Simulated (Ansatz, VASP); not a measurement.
## Ti9Al44O84 (glassy 29TiO2-71Al2O3 (mol %)): VASP beside Ansatz

One calculation is typed for both programs; each brings its own data sets. How far apart do they land? The cell is taken from a series of runs on this material, whose earlier steps may have relaxed, scaled, displaced or heated it; both programs get it as it stands.

Program: Ansatz 0.2.0. Level of theory: plane waves, with VASP 6.6.1 beside it; single point at LDA. Results are calculated unless marked as measured.

## 1. The starting structure

The cell holds 137 atoms: 9 Ti, 44 Al and 84 O. Its edges and angles: a = 10.833 Å, b = 11.302 Å, c = 11.560 Å, α = 89.3°, β = 92.2°, γ = 91.4°. As first built, before any earlier steps moved the atoms (in the runner's words): 137 atoms (9 Ti, 44 Al, 84 O) placed at random at 3.12 g/cm^3, melted at 4000 K for 10 ps at fixed volume with the Morse and Coulomb pair potential with partial charges (Pedone, Malavasi, Menziani, Cormack and Segre, J. Phys. Chem. B 110, 11780 (2006)). Quenched from 4000 K to 300 K at 100 K/ps and fixed volume, held 10 ps at zero pressure.

## 2. VASP: single point, LDA

With cell and atoms fixed, the geometry can't cause a difference; cores, projectors, grids and the points listed under the comparison can.

Lines of VASP's logs that name or quote its potential files are left out, and so is its time.

INCAR

```
SYSTEM = Ti9Al44O84
PREC = Accurate
ENCUT = 600
EDIFF = 1E-06
NELM = 120
ISMEAR = 0
SIGMA = 0.01
LREAL = Auto
ALGO = Normal
GGA = CA
NBANDS = 467
LASPH = .TRUE.
LORBIT = 11
LWAVE = .FALSE.
LCHARG = .FALSE.
ISIF = 2
GGA_COMPAT = .FALSE.
EFERMI = MIDGAP
```

POSCAR

```
Ti9Al44O84
1.0
   10.8305600000     -0.1388300000     -0.2099800000
   -0.1388300000     11.3008300000      0.0660100000
   -0.2099800000      0.0660100000     11.5580300000
Ti Al O
9 44 84
Direct
    0.1716500000      0.9396800000      0.4493900000
    0.7860800000      0.6625000000      0.0268300000
    0.3648400000      0.6423300000      0.2114500000
    0.2144000000      0.9641500000      0.0761500000
    0.1023100000      0.8806700000      0.8431300000
    0.9378200000      0.0535800000      0.6259600000
    0.5850900000      0.2869600000      0.8745400000
    0.8805000000      0.5977400000      0.3149200000
    0.0086000000      0.6278700000      0.8648300000
    0.5623300000      0.5527000000      0.4093500000
    0.3184000000      0.3283300000      0.4364400000
    0.7073400000      0.9460700000      0.0794800000
    0.4752600000      0.1013700000      0.5045000000
    0.2160200000      0.1350600000      0.6272000000
    0.9348200000      0.0373500000      0.0539200000
    0.0969800000      0.1175600000      0.2736900000
    0.3653800000      0.0273400000      0.8569800000
    0.6747500000      0.7475600000      0.3074500000
    0.1801700000      0.4701500000      0.0290700000
    0.9560900000      0.3243700000      0.2096600000
    0.7998700000      0.1626600000      0.3838300000
    0.5419500000      0.2943000000      0.3326300000
    0.8891400000      0.9171200000      0.2996000000
    0.1306100000      0.2371600000      0.0681800000
    0.3683000000      0.0938400000      0.2781800000
    0.7161300000      0.2616700000      0.1405500000
    0.3338700000      0.5687100000      0.5513300000
    0.4762900000      0.8641500000      0.1413100000
    0.0919700000      0.6958400000      0.1337600000
    0.5032800000      0.1072700000      0.0740300000
[... 101 atom lines left out ...]
    0.3206700000      0.5450600000      0.9108800000
    0.8124500000      0.1165200000      0.7187000000
    0.7803400000      0.0099200000      0.3578800000
    0.4122600000      0.2101300000      0.4011100000
    0.6150400000      0.8276600000      0.4255800000
    0.6040500000      0.2399700000      0.0207100000
```

KPOINTS

```
Automatic mesh
0
Gamma
1 1 1
0 0 0
```

PAW data sets: Ti_sv, Al and O (LDA family, release 64).

Started as:

```console
> export OMP_NUM_THREADS=3
> mpirun -np 1 vasp_gam
```

Numbers of over 12 decimals in the logs are rounded to 6 here.

Log:

```text
[banner, memory and clock lines left out]
running    1 mpi-ranks, on    1 nodes
[...]
Offloading initialized ...    1 GPUs detected
[...]
LDA part: xc-table for (Slater(with rela. corr.)+CA(PZ))
 , standard interpolation
 POSCAR, INCAR and KPOINTS ok, starting setup
[...]
entering main loop
       N       E                     dE             d eps       ncg     rms          rms(c)
DAV:   1     0.974464420216E+04    0.97446E+04   -0.46113E+05   934   0.190E+03
DAV:   2     0.158680008122E+03   -0.95860E+04   -0.89618E+04  1054   0.490E+02
DAV:   3    -0.124943961767E+04   -0.14081E+04   -0.13807E+04  1049   0.195E+02
DAV:   4    -0.133774470221E+04   -0.88305E+02   -0.87898E+02  1292   0.503E+01
[...]
DAV:  19    -0.114931829242E+04    0.56708E-05   -0.19780E-05  1084   0.106E-02    0.912E-03
DAV:  20    -0.114931829063E+04    0.17923E-05   -0.55682E-06  1012   0.776E-03    0.584E-03
DAV:  21    -0.114931829022E+04    0.41230E-06   -0.26761E-06   692   0.449E-03
   1 F= -.11493183E+04 E0= -.11493183E+04  d E =0.000000E+00
```

OUTCAR, selected parts (step 2):

```text
  Total        6.0817561      6.2878167      5.3935981     -0.1084745     -0.1449835      0.0371734
  in kB        6.8917457      7.1252501      6.1119363     -0.1229215     -0.1642929      0.0421243
  external PRESSURE =       6.7096440 kB  Pullay stress =       0.0000000 kB

  FREE ENERGIE OF THE ION-ELECTRON SYSTEM (eV)
  ---------------------------------------------------
  free  energy   TOTEN  =     -1149.3182902172 eV

  energy  without entropy=    -1149.3182902172  energy(sigma->0) =    -1149.31829022

[... 3 further parts left out ...]
[key lines of the parts left out:]
E-fermi :   5.5727
```

This run has no spin polarisation, so a moment on Ti, if there is one, isn't seen.

## 3. Ansatz: single point, LDA

Ansatz runs on its PAW soft_1 files.

The same cell, functional (in two slightly different forms) and mesh now go to Ansatz, which takes its cutoff from its data sets.

input.yaml

```yaml
crystal:
  lattice:
    - [10.83056, -0.13883, -0.20998]
    - [-0.13883, 11.30083, 0.06601]
    - [-0.20998, 0.06601, 11.55803]
  atoms:
    - { symbol: Ti, position: [0.17165, 0.93968, 0.44939] }
    - { symbol: Ti, position: [0.78608, 0.6625, 0.02683] }
    - { symbol: Ti, position: [0.36484, 0.64233, 0.21145] }
    - { symbol: Ti, position: [0.2144, 0.96415, 0.07615] }
    - { symbol: Ti, position: [0.10231, 0.88067, 0.84313] }
    - { symbol: Ti, position: [0.93782, 0.05358, 0.62596] }
    - { symbol: Ti, position: [0.58509, 0.28696, 0.87454] }
    - { symbol: Ti, position: [0.8805, 0.59774, 0.31492] }
    - { symbol: Ti, position: [0.0086, 0.62787, 0.86483] }
    - { symbol: Al, position: [0.56233, 0.5527, 0.40935] }
    - { symbol: Al, position: [0.3184, 0.32833, 0.43644] }
    - { symbol: Al, position: [0.70734, 0.94607, 0.07948] }
    - { symbol: Al, position: [0.47526, 0.10137, 0.5045] }
    - { symbol: Al, position: [0.21602, 0.13506, 0.6272] }
    - { symbol: Al, position: [0.93482, 0.03735, 0.05392] }
    - { symbol: Al, position: [0.09698, 0.11756, 0.27369] }
    - { symbol: Al, position: [0.36538, 0.02734, 0.85698] }
    - { symbol: Al, position: [0.67475, 0.74756, 0.30745] }
    - { symbol: Al, position: [0.18017, 0.47015, 0.02907] }
    - { symbol: Al, position: [0.95609, 0.32437, 0.20966] }
    - { symbol: Al, position: [0.79987, 0.16266, 0.38383] }
    - { symbol: Al, position: [0.54195, 0.2943, 0.33263] }
    - { symbol: Al, position: [0.88914, 0.91712, 0.2996] }
    - { symbol: Al, position: [0.13061, 0.23716, 0.06818] }
    - { symbol: Al, position: [0.3683, 0.09384, 0.27818] }
    - { symbol: Al, position: [0.71613, 0.26167, 0.14055] }
    - { symbol: Al, position: [0.33387, 0.56871, 0.55133] }
    - { symbol: Al, position: [0.47629, 0.86415, 0.14131] }
    - { symbol: Al, position: [0.09197, 0.69584, 0.13376] }
    - { symbol: Al, position: [0.50328, 0.10727, 0.07403] }
[... 101 atom lines left out ...]
    - { symbol: O, position: [0.32067, 0.54506, 0.91088] }
    - { symbol: O, position: [0.81245, 0.11652, 0.7187] }
    - { symbol: O, position: [0.78034, 0.00992, 0.35788] }
    - { symbol: O, position: [0.41226, 0.21013, 0.40111] }
    - { symbol: O, position: [0.61504, 0.82766, 0.42558] }
    - { symbol: O, position: [0.60405, 0.23997, 0.02071] }
kpoints:
  mp_grid: { grid: [1, 1, 1] }
hamiltonian:
  xc: lda
  pseudopotentials: { kind: paw, azcp: { folder: soft_1 }, xc_functional: pbe }
scf:
  occupations: { method: fixed }
output:
  forces: true
  stress: true
  populations: true
  dos:
    method: { smearing: { sigma: 0.08 } }
    de: 0.1
    projected: { site_lists: { Al: [Al], O: [O], Ti: [Ti] } }
  eigenvalues: true
  write_density: true
  write_potential: true
  volumetric_format: npy
```

Started as:

```console
> ansatz run input.yaml --threads 4 --pin off --max-ram 8192MiB --backend cpu --events-out ev --progress --plain --runs-dir out
```

Log:

```text
Engine: ansatz 0.2.0, aarch64-unknown-linux-gnu
Pseudopotentials: kind: paw
Pseudopotential: Ti, paw, valence charge 12, recommended cutoff 420 eV (normal), soft_1/Ti.paw.azcp
Pseudopotential: Al, paw, valence charge 3, recommended cutoff 420 eV (normal), soft_1/Al.paw.azcp
Pseudopotential: O, paw, valence charge 6, recommended cutoff 420 eV (normal), soft_1/O.paw.azcp
Functional definition: SPW92
  exchange = slater_x
  correlation = pw_c
Crystal: 137 atoms, lattice volume = 1413.873 Å³
Basis set: ecut = 420 eV, 27603 PW (Γ)
Bands: 509, of which v1, the nominal top of the filled ones, is band 372 counted from 1 (371 counted from 0)
Symmetry: 1 space group operations
Space group: P1 (ITA 1), of the structure as read, at distance tolerance 1.1e-4 Å
k-points: 1
Non-local potential: Ti, projectors of the file, l = 0: 3, l = 1: 2, l = 2: 3, l = 3: 1
Non-local potential: Al, projectors of the file, l = 0: 2, l = 1: 2, l = 2: 1
Non-local potential: O, projectors of the file, l = 0: 2, l = 1: 2, l = 2: 1
PAW form: soft (Blöchl's): semilocal exchange-correlation on the pseudo side does not see the compensation charge
PAW frozen core: Ti, regenerated for the run's functional, and the local potential with it (the file was generated under x = pbe(κ = 0.804, μ = 0.219515), c = pbe(β = 0.066725))
PAW frozen core: Al, regenerated for the run's functional, and the local potential with it (the file was generated under x = pbe(κ = 0.804, μ = 0.219515), c = pbe(β = 0.066725))
PAW frozen core: O, regenerated for the run's functional, and the local potential with it (the file was generated under x = pbe(κ = 0.804, μ = 0.219515), c = pbe(β = 0.066725))
PAW one-centre angular grid: Ti, 590 points (default); XC on 64 Gauss nodes
PAW one-centre angular grid: Al, 110 points (default); XC on 64 Gauss nodes
PAW one-centre angular grid: O, 110 points (default); XC on 64 Gauss nodes
Initial density: superposition of atomic densities (chi_scale 0.1, normalization cell, long waves kept (reshape's long-wave potential 0.82 eV rms))
Initial wavefunctions: pseudopotential atomic-orbital guess
Functional: x = slater, c = lda
SCF iter   1: F=—  HF=-91528.459676 eV  |F-HF|=—  |Δ(HF+E_count)|=         —  Δρ=1.30e-1  dr2=5.11e2  ethr=3.10e-3  ⟨swp⟩=4.0  Hψ=1684  notcnv=0  defer=127
preconditioner: auto → Resta (q_TF=auto, 2.451 Å⁻¹)  ε∞=4.3  [insulator: Δε(μ)=0.052 eV  Ē_g=14.084 eV  n_scr=354 (ndim 8)  ℏωp=25.6 eV  f_vac=0.004  ε∞_Penn≈4.3]
SCF iter   2: F=—  HF=-91493.563903 eV  |F-HF|=—  |Δ(HF+E_count)|=    3.49e1  Δρ=8.95e-2  dr2=1.26e2  ethr=3.10e-3  ⟨swp⟩=3.0  Hψ=1312  notcnv=0  defer=130
SCF iter   3: F=—  HF=-91463.104894 eV  |F-HF|=—  |Δ(HF+E_count)|=    3.05e1  Δρ=3.76e-2  dr2=2.16e1  ethr=3.10e-3  ⟨swp⟩=2.0  Hψ=960  notcnv=0  defer=130
SCF iter   4: F=—  HF=-91458.130697 eV  |F-HF|=—  |Δ(HF+E_count)|=    4.97e0  Δρ=2.15e-2  dr2=7.09e0  ethr=2.91e-3  ⟨swp⟩=3.0  Hψ=965  notcnv=0  defer=134
SCF iter   5: F=—  HF=-91456.991293 eV  |F-HF|=—  |Δ(HF+E_count)|=    1.14e0  Δρ=1.20e-2  dr2=2.14e0  ethr=9.53e-4  ⟨swp⟩=4.0  Hψ=1343  notcnv=0  defer=135
SCF iter   6: F=—  HF=-91456.642150 eV  |F-HF|=—  |Δ(HF+E_count)|=   3.49e-1  Δρ=3.96e-3  dr2=2.75e-1  ethr=2.88e-4  ⟨swp⟩=3.0  Hψ=641  notcnv=0  defer=135
SCF iter   7: F=—  HF=-91456.607936 eV  |F-HF|=—  |Δ(HF+E_count)|=   3.42e-2  Δρ=1.72e-3  dr2=4.75e-2  ethr=3.70e-5  ⟨swp⟩=2.0  Hψ=851  notcnv=0  defer=133
SCF iter   8: F=—  HF=-91456.604837 eV  |F-HF|=—  |Δ(HF+E_count)|=   3.10e-3  Δρ=8.98e-4  dr2=1.37e-2  ethr=6.39e-6  ⟨swp⟩=2.0  Hψ=654  notcnv=0  defer=135
SCF iter   9: F=—  HF=-91456.604837 eV  |F-HF|=—  |Δ(HF+E_count)|=   8.21e-7  Δρ=4.35e-4  dr2=3.70e-3  ethr=1.84e-6  ⟨swp⟩=3.0  Hψ=754  notcnv=0  defer=135
SCF iter  10: F=—  HF=-91456.604747 eV  |F-HF|=—  |Δ(HF+E_count)|=   8.96e-5  Δρ=2.06e-4  dr2=7.82e-4  ethr=4.97e-7  ⟨swp⟩=2.0  Hψ=754  notcnv=0  defer=135
SCF iter  11: F=—  HF=-91456.604702 eV  |F-HF|=—  |Δ(HF+E_count)|=   4.55e-5  Δρ=1.03e-4  dr2=1.81e-4  ethr=1.05e-7  ⟨swp⟩=2.0  Hψ=752  notcnv=0  defer=135
SCF iter  12: F=—  HF=-91456.604726 eV  |F-HF|=—  |Δ(HF+E_count)|=   2.43e-5  Δρ=5.91e-5  dr2=5.48e-5  ethr=2.44e-8  ⟨swp⟩=2.0  Hψ=636  notcnv=0  defer=129
SCF iter  13: F=—  HF=-91456.602996 eV  |F-HF|=—  |Δ(HF+E_count)|=   1.73e-3  Δρ=2.48e-5  dr2=1.00e-5  ethr=7.36e-9  ⟨swp⟩=2.0  Hψ=769  notcnv=0  defer=129
SCF iter  14: F=—  HF=-91456.602997 eV  |F-HF|=—  |Δ(HF+E_count)|=   7.28e-7  Δρ=1.39e-5  dr2=3.03e-6  ethr=1.35e-9  ⟨swp⟩=2.0  Hψ=740  notcnv=0  defer=129
SCF iter  15: F=—  HF=-91456.602997 eV  |F-HF|=—  |Δ(HF+E_count)|=   2.63e-8  Δρ=8.05e-6  dr2=9.58e-7  ethr=4.08e-10  ⟨swp⟩=2.0  Hψ=736  notcnv=0  defer=129
SCF iter  16: F=—  HF=-91456.602997 eV  |F-HF|=—  |Δ(HF+E_count)|=   7.57e-8  Δρ=6.10e-6  dr2=5.61e-7  ethr=1.29e-10  ⟨swp⟩=2.0  Hψ=638  notcnv=0  defer=129
[...]
atom 129  O      0.00201934    -0.00365445     0.00623230
  atom 130  O     -0.00131368     0.00112770     0.00306895
  atom 131  O      0.00021950     0.00323059     0.00032075
  atom 132  O     -0.00429346    -0.00238242     0.00122226
  atom 133  O      0.00072212    -0.00007385     0.00243496
  atom 134  O     -0.00166657    -0.00168189     0.00010355
  atom 135  O      0.00327836     0.00211986     0.00204800
  atom 136  O      0.00203488    -0.00050526    -0.00115820
  atom 137  O      0.00098311     0.00109147     0.00477349
  max |Σ_I F_I| component: 1.03e-4 eV/Å
--- Stress (GPa, compression-positive) ---
       -0.001354      -0.000219      -0.003582
       -0.000219      -0.003374      -0.008647
       -0.003582      -0.008647      -0.007823
  P = ⅓ Tr σ = -0.0042 GPa (-0.042 kbar)
--- Band table (eV) ---
  k-point 0: bands = [... 368 lower, 5.8516, 5.9104, 5.9780, 6.0043, 8.8308, 8.9051, 9.0839, 9.0992, ... 133 higher]
--- Löwdin populations: 137 sites ---
  site symbol       q [e]
     0     Ti     10.5667
     1     Ti     10.6097
     2     Ti     10.5763
     3     Ti     10.5888
     4     Ti     10.6062
     5     Ti     10.6199
     6     Ti     10.5846
     7     Ti     10.5846
     8     Ti     10.6167
     9     Al      1.6946
    10     Al      1.6645
    11     Al      1.7832
    12     Al      1.7374
    13     Al      1.7346
    14     Al      1.6911
    15     Al      1.7734
    16     Al      1.7193
    17     Al      1.7608
    18     Al      1.7507
    19     Al      1.7639
    20     Al      1.6631
    21     Al      1.7433
    22     Al      1.6740
    23     Al      1.7664
[...]
129      O      6.7917
   130      O      6.8078
   131      O      6.7706
   132      O      6.7482
   133      O      6.8222
   134      O      6.7919
   135      O      6.7988
   136      O      6.6339
  spilling = 0.007071 (of n_electrons = 744.000000)
```

## 4. Comparison

Known differences besides the potentials themselves: the two LDA forms differ slightly; fixed occupations in Ansatz, narrow Gaussian smearing in VASP; the cutoff is 420 eV in Ansatz and 600 eV in VASP (PREC = Accurate, projectors in real space); VASP's log shows a relativistic correction to its local exchange, Ansatz's none. Total energies have different zeros and are not compared.

The two programs side by side:

| quantity | Ansatz | VASP | difference |
| --- | --- | --- | --- |
| pressure (GPa) | 0.00 | 0.67 | -0.68 |
| gap on the k mesh (eV) | 2.827 | 2.792 | +0.035 |

Forces on 7 of the 137 atoms, those with the largest forces and the largest differences (eV/Å; atoms numbered as in POSCAR):

| atom | Ansatz x, y, z | VASP x, y, z |
| --- | --- | --- |
| Ti5 | 0.010, -0.005, -0.003 | 0.095, -0.153, 0.111 |
| Ti6 | 0.008, -0.011, 0.000 | 0.183, 0.151, 0.052 |
| Ti8 | -0.003, 0.003, -0.002 | -0.103, 0.200, 0.064 |
| O91 | -0.014, 0.008, 0.004 | -0.112, 0.156, -0.105 |
| O99 | 0.001, 0.003, -0.001 | -0.147, -0.157, -0.089 |
| O120 | -0.002, 0.003, 0.002 | 0.046, -0.200, -0.033 |
| O126 | -0.001, 0.002, 0.002 | -0.081, 0.231, -0.031 |

The forces differ by 43 meV/Å r.m.s., where the r.m.s. force is 0.003 eV/Å in Ansatz and 0.043 eV/Å in VASP: the atoms lie near their places of rest in Ansatz, so a percentage would say little (all taken over all components). A gap on the mesh is an upper bound, since the band edges may lie between its points.

## 5. Summary of results

```yaml
r_m_s_force_difference_single_point_lda: 43 meV/Å
difference_in_pressure_single_point_lda: -0.68 GPa
```

In words: The r.m.s. force difference is 43 meV/Å (single point, LDA), beyond the 12 meV/Å picked in this series as the mark of a large difference. What causes the difference of the single point, LDA pair stays open here. How closely two codes agree says nothing of how well the functional describes the real material.

[Lines on the potential files, build, host, timing and source positions are cut from VASP's logs without a mark.]

[Logs are printed without paths, hosts, clocks, repeated set-up lines and the standing remarks that a program may print on its own settings, such as how far it seeks lower states.]

[Hosts, paths, dates, database ids (printed as entryN), source tags and the programs' standing remarks are cut or masked in the printed files.]
